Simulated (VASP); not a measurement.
An input for Ansatz (written as the equivalent of a VASP run, and not itself run):

Ansatz 0.2 input:
```yaml
crystal:
  lattice:
    - [-1.5885406, 1.5885406, 3.8928214]
    - [1.5885406, -1.5885406, 3.8928214]
    - [1.5885406, 1.5885406, -3.8928214]
  atoms:
    - { symbol: Si, position: [0.6648167, 0.6648167, 0.0000000] }
    - { symbol: Si, position: [0.3351833, 0.3351833, 0.0000000] }
    - { symbol: Mo, position: [0.0000000, 0.0000000, 0.0000000] }
kpoints:
  mp_grid: { grid: [13, 13, 13] }
hamiltonian:
  xc: lda
  pseudopotentials: { kind: paw }
scf:
  occupations: { method: methfessel_paxton, width: 0.1 }
  max_iter: 100
relax:
  max_steps: 40
  f_tol: 0.02
  cell: {}
output: { forces: true, stress: true, eigenvalues: true }
```

**Question.** Write the VASP files for the same calculation (LDA).

**Answer.** One answer among several that fit: 
**POSCAR**
```
MoSi2
1.0
 -1.5885405732   1.5885405732   3.8928214418
  1.5885405732  -1.5885405732   3.8928214418
  1.5885405732   1.5885405732  -3.8928214418
Si Mo
2 1
Cartesian
  0.0000000000  -0.0000000000   5.1760251220
 -0.0000000000   0.0000000000   2.6096177616
  0.0000000000   0.0000000000   0.0000000000
```

### INCAR
```
SYSTEM = MoSi2
PREC = Accurate
ENCUT = 500
EDIFF = 1E-6
NELM = 100
ALGO = Normal
LREAL = .FALSE.
LASPH = .TRUE.
ISMEAR = 1
SIGMA = 0.1
LMAXMIX = 4
LWAVE = .FALSE.
LCHARG = .FALSE.
IBRION = 2
ISIF = 3
NSW = 40
EDIFFG = -0.02
```

**KPOINTS**
```
Automatic mesh
0
Gamma
13 13 13
0 0 0
```

POTCAR, in this order: Si Mo_sv (LDA.64 set). Program: vasp_std.

Limits of the translation: each code has its own PAW files, so the cut-off isn't converted (ENCUT is set for VASP's; basis.ecutwfc is left out, and Ansatz then takes the one that its files recommend); Ansatz stops its SCF on the density residual and VASP on the energy change (EDIFF); Ansatz's lda is the Perdew-Wang form, while the LDA potentials of VASP carry Perdew-Zunger's.

The compound is MoSi2 in the MoSi2 type structure. It was relaxed first.
